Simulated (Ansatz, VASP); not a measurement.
## NiO in two plane-wave programs

Aim: how closely do two programs agree when they are given the same cell, functional and k mesh? The cell is taken from a series of runs on this material, whose earlier steps may have relaxed, scaled, displaced or heated it; both programs get it as it stands.

Method: plane waves, with VASP 6.6.1 beside it; single point at PBE0, in Ansatz 0.2.0.

## Step 1: The structure

It takes space group Fm-3m (No. 225, cubic). Conventional cell: a = 4.172 Å, b = 4.172 Å, c = 4.172 Å, α = 90.00°, β = 90.00°, γ = 90.00°. Nearest to Ni lie 6 O at 2.09 Å. O has 6 Ni at 2.09 Å nearest. Farther neighbours and most contacts between anions are not listed.

## Step 2: Ansatz: single point, PBE0

Ansatz runs on its default PAW (the set named soft_2) files.

A single point gives forces, pressure and levels at one fixed geometry, so differences don't come from the geometry; what else differs is listed under the comparison.

File input.yaml:

```yaml
crystal:
  lattice:
    - [0.0, -2.085901641, -2.085901641]
    - [0.0, 2.085901641, -2.085901641]
    - [4.171803282, 0.0, 0.0]
  atoms:
    - { symbol: Ni, position: [0.5, 0.5, 0.5], spin: 2.0 }
    - { symbol: Ni, position: [0.0, 0.0, 0.0], spin: 2.0 }
    - { symbol: O, position: [0.5, 0.5, 0.0] }
    - { symbol: O, position: [0.0, 0.0, 0.5] }
magnetization:
  spin_polarized: true
kpoints:
  mp_grid: { grid: [8, 8, 6] }
hamiltonian:
  xc: pbe0
scf:
  occupations: { method: fermi_dirac, width: 0.05 }
output:
  eigenvalues: true
```

Started as:

```bash
ansatz run input.yaml --threads 4 --pin off --max-ram 8192MiB --backend cpu --events-out ev --progress --plain --runs-dir out
```

Numbers of over 12 decimals in the logs are rounded to 6 here.

The log of the run:

```text
Engine: ansatz 0.2.0, aarch64-unknown-linux-gnu
Pseudopotentials: kind: paw
Pseudopotential: Ni, paw, valence charge 18, recommended cutoff 420 eV (normal), Ni.paw.azcp
Pseudopotential: O, paw, valence charge 6, recommended cutoff 420 eV (normal), O.paw.azcp
Functional definition: PBE0
  parameter a = 0.25
  parameter kappa = 0.804
  parameter beta = 0.066725
  exchange = (1 - a)*pbe_x(kappa = kappa, mu = beta*pi^2/3) + a*exact_x
  correlation = pbe_c(beta = beta)
Crystal: 4 atoms, lattice volume = 36.303 Å³
Basis set: ecut = 420 eV, 681 PW (Γ)
Bands: 32, of which v1, the nominal top of the filled ones, is band 24 counted from 1 (23 counted from 0)
Symmetry: 32 space group operations
Space group: Fm-3m (ITA 225), of the structure as read, at distance tolerance 3.3e-5 Å
Magnetic group: BNS 225.116 (UNI 1618), of the structure as read, at distance tolerance 3.3e-5 Å
k-points: 60 of 384
Non-local potential: Ni, projectors of the file, l = 0: 3, l = 1: 2, l = 2: 3, l = 3: 1
Non-local potential: O, projectors of the file, l = 0: 2, l = 1: 2, l = 2: 1
PAW form: soft (Blöchl's): semilocal exchange-correlation on the pseudo side does not see the compensation charge
PAW frozen core: Ni, regenerated for the run's functional, and the local potential with it (the file was generated under x = pbe(κ = 0.804, μ = 0.219515), c = pbe(β = 0.066725))
PAW frozen core: O, regenerated for the run's functional, and the local potential with it (the file was generated under x = pbe(κ = 0.804, μ = 0.219515), c = pbe(β = 0.066725))
PAW one-centre angular grid: Ni, 590 points (default); XC on 64 Gauss nodes
PAW one-centre angular grid: O, 110 points (default); XC on 64 Gauss nodes
Initial density: superposition of atomic densities (chi_scale 0.1, normalization cell, long waves kept (reshape's long-wave potential 0.00 eV rms))
Starting moments: Σ|m| = 4 μB on 2 of 4 sites
Initial wavefunctions: pseudopotential atomic-orbital guess
Functional: x = pbe(κ = 0.804, μ = 0.219515), c = pbe(β = 0.066725), warm-up for x = 0.75 pbe(κ = 0.804, μ = 0.219515) + 0.25 exact, c = pbe(β = 0.066725)
SCF iter   1: F=—  HF=-12817.308250 eV  |F-HF|=—  |Δ(HF+E_count)|=         —  Δρ=3.83e-1 (↑9.62e-2 ↓3.83e-1)  dr2=5.33e1  dr2_m=1.00e1  M=0.923 μB ∫|m|=0.930 μB  β_m=0.30  ethr=1.00e-1  ⟨swp⟩=5.7  Hψ=10699  notcnv=0
preconditioner: auto → Kerker (q_TF=auto, 2.858 Å⁻¹)  [metal: Δε(μ)=0.038 eV  Ē_g=13.911 eV  σ=0.050 eV  W_gap=0.19  n_scr=14 (ndim 8)  ℏωp=34.9 eV  f_vac=0.000  D(μ)=1.97/eV (n_scr^D=20)]
spin=Collinear: Kerker preconditioning applied to the charge; magnetization (m = ρ↑ − ρ↓) channel mixes plain (no charge-response kernel on spin).
iter 2 solved again at ethr=1.81e-3 eV; its pass at ethr=1.00e-1 eV (dr2=8.70e-1 eV) is discarded
SCF iter   2: F=—  HF=-12811.435353 eV  |F-HF|=—  |Δ(HF+E_count)|=    5.87e0  Δρ=7.65e-2 (↑7.65e-2 ↓6.75e-2)  dr2=9.36e-1  dr2_m=8.78e-1  M=2.203 μB ∫|m|=2.206 μB  β_m=0.30  ethr=1.81e-3  ⟨swp⟩=3.5  Hψ=17200  notcnv=0  defer=18
SCF iter   3: F=—  HF=-12811.189189 eV  |F-HF|=—  |Δ(HF+E_count)|=   2.46e-1  Δρ=6.49e-2 (↑4.13e-2 ↓6.49e-2)  dr2=5.35e-1  dr2_m=6.79e-1  M=2.034 μB ∫|m|=2.036 μB  β_m=0.30  ethr=1.81e-3  ⟨swp⟩=3.1  Hψ=9014  notcnv=0  defer=7
SCF iter   4: F=—  HF=-12811.209740 eV  |F-HF|=—  |Δ(HF+E_count)|=   2.06e-2  Δρ=2.56e-2 (↑2.56e-2 ↓2.22e-2)  dr2=1.34e-2  dr2_m=1.72e-1  M=2.251 μB ∫|m|=2.254 μB  β_m=1.00  ethr=1.11e-3  ⟨swp⟩=3.1  Hψ=10464  notcnv=0  defer=7
SCF iter   5: F=—  HF=-12811.207225 eV  |F-HF|=—  |Δ(HF+E_count)|=   2.52e-3  Δρ=2.17e-2 (↑8.56e-3 ↓2.17e-2)  dr2=1.36e-1  dr2_m=4.47e-2  M=2.458 μB ∫|m|=2.467 μB  β_m=1.00  ethr=2.80e-5  ⟨swp⟩=4.1  Hψ=12245  notcnv=0  defer=5
SCF iter   6: F=—  HF=-12811.229745 eV  |F-HF|=—  |Δ(HF+E_count)|=   2.25e-2  Δρ=5.44e-3 (↑2.34e-3 ↓5.44e-3)  dr2=8.26e-3  dr2_m=2.07e-3  M=2.513 μB ∫|m|=2.522 μB  β_m=1.00  ethr=2.80e-5  ⟨swp⟩=3.2  Hψ=9849  notcnv=0  defer=5
SCF iter   7: F=—  HF=-12811.255144 eV  |F-HF|=—  |Δ(HF+E_count)|=   2.54e-2  Δρ=4.21e-3 (↑4.21e-3 ↓3.30e-3)  dr2=9.71e-3  dr2_m=9.06e-4  M=2.551 μB ∫|m|=2.559 μB  β_m=0.30  ethr=1.72e-5  ⟨swp⟩=3.2  Hψ=9040  notcnv=0  defer=1
Mixer restart at iter 7: flushing history
spin-set hold released at iteration 7 (site moments contracting): the magnetisation degrees of freedom join the quasi-Newton model from the next iteration; the mixer history was flushed
SCF iter   8: F=—  HF=-12811.272863 eV  |F-HF|=—  |Δ(HF+E_count)|=   1.77e-2  Δρ=5.82e-3 (↑5.48e-3 ↓5.82e-3)  dr2=6.21e-4  dr2_m=1.03e-2  M=2.637 μB ∫|m|=2.645 μB  β_m=0.65  ethr=1.72e-5  ⟨swp⟩=2.9  Hψ=7916  notcnv=0
[...]
SCF 2 converged in 7 iterations: F = -12810.416178 eV  dr2 = 6.51e-9
  greatest PAW one-centre occupation: 1.003 electrons in one spin orbital (limit 2), on the Ni atom at site 1 (counted from 0), in its partial waves of l = 1
hybrid outer 1: dexx = +3.714e-1 eV, tail = 4.49e-1 eV
Frozen-core exchange: fock
[...]
preconditioner: auto → none  [insulator: Δε(μ)=3.713 eV  Ē_g=17.082 eV  σ=0.050 eV  W_gap=1.00  n_scr=14 (ndim 8)  ℏωp=34.9 eV  f_vac=0.000  D(μ)=0.00/eV (n_scr^D=0)]
[...]
SCF 3 converged in 6 iterations: F = -12810.843940 eV  dr2 = 1.07e-8
hybrid outer 2: dexx = +1.527e-2 eV, tail = 2.11e-2 eV, magnetization grown 1.0229 times (not accepted), Δε = 7.58e-1 eV (about 3.69e-1 eV left of the loop's levels)
Frozen-core exchange: fock
[...]
preconditioner: auto → none  [insulator: Δε(μ)=3.784 eV  Ē_g=17.121 eV  σ=0.050 eV  W_gap=1.00  n_scr=14 (ndim 8)  ℏωp=34.9 eV  f_vac=0.000  D(μ)=0.00/eV (n_scr^D=0)]
[...]
eigensolver tolerance schedule: the retry pair's looser diagonalisation over-reported the residual by 0.20 of it (diagonalisation noise at 0.20 of the residual, at the tolerance the schedule requests for it); recorded, not acted on — ethr = c·dr2/N_el stays at c = 1.0e-1
[...]
SCF 4 stopped early in 3 iterations: F = -12810.865038 eV  dr2 = 1.70e-4
hybrid outer 3: dexx = +2.136e-3 eV, tail = 1.30e-3 eV, Δε = 6.13e-2 eV (about 1.74e-2 eV left of the loop's levels)
Frozen-core exchange: fock
[...]
preconditioner: auto → none  [insulator: Δε(μ)=3.790 eV  Ē_g=17.131 eV  σ=0.050 eV  W_gap=1.00  n_scr=14 (ndim 8)  ℏωp=34.9 eV  f_vac=0.000  D(μ)=0.00/eV (n_scr^D=0)]
iter 2 solved again at ethr=1.37e-9 eV; its pass at ethr=9.48e-8 eV (dr2=6.56e-7 eV) is discarded
SCF iter   2: F=—  HF=-12810.864630 eV  |F-HF|=—  |Δ(HF+E_count)|=   8.57e-7  Δρ=1.26e-4 (↑1.13e-4 ↓1.26e-4)  dr2=2.24e-5  dr2_m=3.95e-6  M=4.000 μB ∫|m|=4.064 μB  β_m=0.65  ethr=1.37e-9  ⟨swp⟩=3.9  Hψ=16996  notcnv=0
SCF iter   3: F=—  HF=-12810.864635 eV  |F-HF|=—  |Δ(HF+E_count)|=   5.14e-6  Δρ=2.23e-5 (↑2.23e-5 ↓1.88e-5)  dr2=2.22e-5  dr2_m=8.92e-8  M=4.000 μB ∫|m|=4.063 μB  β_m=0.66  ethr=1.37e-9  ⟨swp⟩=3.6  Hψ=9167  notcnv=0
SCF iter   4: F=—  HF=-12810.865274 eV  |F-HF|=—  |Δ(HF+E_count)|=   6.39e-4  Δρ=1.10e-4 (↑1.10e-4 ↓5.91e-5)  dr2=3.34e-6  dr2_m=1.24e-6  M=4.000 μB ∫|m|=4.063 μB  β_m=0.66  ethr=2.99e-10  ⟨swp⟩=5.0  Hψ=14187  notcnv=0
SCF iter   5: F=—  HF=-12810.865274 eV  |F-HF|=—  |Δ(HF+E_count)|=   6.11e-7  Δρ=1.31e-5 (↑8.41e-6 ↓1.31e-5)  dr2=5.43e-7  dr2_m=1.93e-8  M=4.000 μB ∫|m|=4.063 μB  β_m=0.81  ethr=2.99e-10  ⟨swp⟩=4.0  Hψ=11432  notcnv=0
SCF iter   6: F=—  HF=-12810.865276 eV  |F-HF|=—  |Δ(HF+E_count)|=   2.76e-6  Δρ=2.83e-5 (↑2.30e-5 ↓2.83e-5)  dr2=8.26e-8  dr2_m=2.10e-7  M=4.000 μB ∫|m|=4.062 μB  β_m=0.81  ethr=1.05e-10  ⟨swp⟩=4.0  Hψ=11081  notcnv=0  defer=1
SCF iter   7: F=-12810.865276 eV  HF=-12810.865276 eV  |F-HF|=6.69e-10  |Δ(HF+E_count)|=   4.97e-8  Δρ=1.31e-6 (↑3.91e-7 ↓1.31e-6)  dr2=6.32e-8  dr2_m=1.20e-10  M=4.000 μB ∫|m|=4.062 μB  ethr=5.87e-11  ⟨swp⟩=3.2  Hψ=8361  notcnv=0
SCF 5 converged in 7 iterations: F = -12810.865276 eV  dr2 = 6.32e-8
hybrid outer 4: dexx = +3.871e-5 eV, tail = 2.79e-6 eV, magnetization grown 1.0080 times (not accepted), Δε = 2.07e-2 eV (about 3.58e-3 eV left of the loop's levels)
Frozen-core exchange: fock
SCF iter   1: F=—  HF=-12810.865277 eV  |F-HF|=—  |Δ(HF+E_count)|=         —  Δρ=1.40e-5 (↑6.82e-6 ↓1.40e-5)  dr2=3.13e-8  dr2_m=3.36e-8  M=4.000 μB ∫|m|=4.062 μB  β_m=0.30  ethr=2.70e-9  ⟨swp⟩=3.3  Hψ=8704  notcnv=0
preconditioner: auto → none  [insulator: Δε(μ)=3.792 eV  Ē_g=17.136 eV  σ=0.050 eV  W_gap=1.00  n_scr=14 (ndim 8)  ℏωp=34.9 eV  f_vac=0.000  D(μ)=0.00/eV (n_scr^D=0)]
iter 2 solved again at ethr=1.00e-12 eV; its pass at ethr=5.11e-11 eV (dr2=3.97e-10 eV) is discarded
SCF iter   2: F=-12810.865277 eV  HF=-12810.865277 eV  |F-HF|=2.35e-10  |Δ(HF+E_count)|=   3.29e-9  Δρ=1.27e-6 (↑1.26e-6 ↓1.27e-6)  dr2=6.89e-9  dr2_m=3.43e-10  M=4.000 μB ∫|m|=4.062 μB  ethr=1.77e-12 (applied; sched 1.00e-12)  ⟨swp⟩=3.6  Hψ=16645  notcnv=0
SCF 6 converged in 2 iterations: F = -12810.865277 eV  dr2 = 6.89e-9
hybrid outer 5: dexx = +2.281e-8 eV, tail = 1.50e-8 eV, Δε = 3.66e-4 eV (about 1.14e-4 eV left of the loop's levels)
this state was not tested for a lower state beside it, because the functional holds exact exchange (a hybrid, or Hartree-Fock), whose exchange loop this test does not read (fock_operator); the stability check (scf.self_checks: high) cannot read this state: a pseudopotential is PAW: the check reads norm-conserving sets alone
hybrid SCF converged: 5 outer / 25 inner (+25 warm-up), last move |dexx| = 2.28e-8 eV, tail = 1.50e-8 eV
Magnetization: 4.0000 μB (26.0000 up, 22.0000 down)
Absolute magnetization: 4.0588 μB (∫|ρ↑−ρ↓|, with the PAW one-centre terms)
Spin contamination: 0.0060 ħ² per cell (⟨S²⟩ above its minimum at these occupations)
Per-site moments (μB) at R_I (Å): [(1.726165, 0.860434), (1.726165, 0.860434), (0.238419, 0.860434), (0.238419, 0.860434)]
Free energy (F): -12810.865277 eV
Frozen-core exchange: fock
Harris-Foulkes:  -12810.865277 eV  (|F-HF|=2.35e-10)
Internal energy: -12810.865277 eV  (E = F + TS)
E sigma→0 (E₀):  -12810.865277 eV
Fermi energy:    14.528140 eV
--- Per-component energies (eV) ---
  E_band       = -830.428058
  E_kinetic    = 902.907487
  E_local      = -7979.405750  (includes V_loc(G=0)·N_el)
  E_nonlocal   = 1388.216876
  E_hartree    = 3285.642795
  E_xc         = -241.000763
  E_vxc        = -308.928992  (∫ρ·V_xc dr)
  E_exx        = -254.474884  (= α·E_x^exact, valence–valence)
  E_paw        = -3402.660549  (= ΣΔE_a)
  E_vpaw       = -895.561869  (= ΣTr[D̂ρ^β])
  E_aug_tail   = 0.006377  (compensation charges beyond the density's cutoff)
  E_ewald      = -6509.597821
  E_core_change = -0.499043  (= ΣΔE_core)
  E_smearing   = -0.000000  (= −TS)
  E_closure    = -0.000000  (closes the sum)
  Σ components = -12810.865277   (vs F -12810.865277, Δ=1.82e-12)
--- Band table (eV; the first three rows and the last of 120) ---
  k-point 0 ↑: bands = [... 20 lower, 8.6952, 9.4288, 9.4288, 10.1945, 10.1945, 10.1947, 16.9382, 21.6908, ... 4 higher]
  k-point 1 ↑: bands = [... 20 lower, 8.9626, 9.6970, 9.6970, 10.2589, 10.2818, 10.2818, 17.6517, 21.8961, ... 4 higher]
  k-point 2 ↑: bands = [... 20 lower, 9.6620, 10.1022, 10.1022, 10.2804, 10.4035, 10.4035, 19.2986, 21.9946, ... 4 higher]
  k-point 59 ↓: bands = [... 20 lower, 10.7403, 10.7403, 17.5041, 17.5041, 18.1124, 18.1124, 25.1075, 25.1075, ... 4 higher]
```

Reading the cycles: dr2 is the Hartree energy of the density residual (eV), the measure of convergence; HF is the Harris–Foulkes estimate of the energy, which meets the free energy F at convergence.

(Part 1 of 2 ends here.)

[Lines on the potential files, build, host, timing and source positions are cut from VASP's logs without a mark.]

[Logs are printed without paths, hosts, clocks, repeated set-up lines and the standing remarks that a program may print on its own settings, such as how far it seeks lower states.]

[Hosts, paths, dates, database ids (printed as entryN), source tags and the programs' standing remarks are cut or masked in the printed files.]
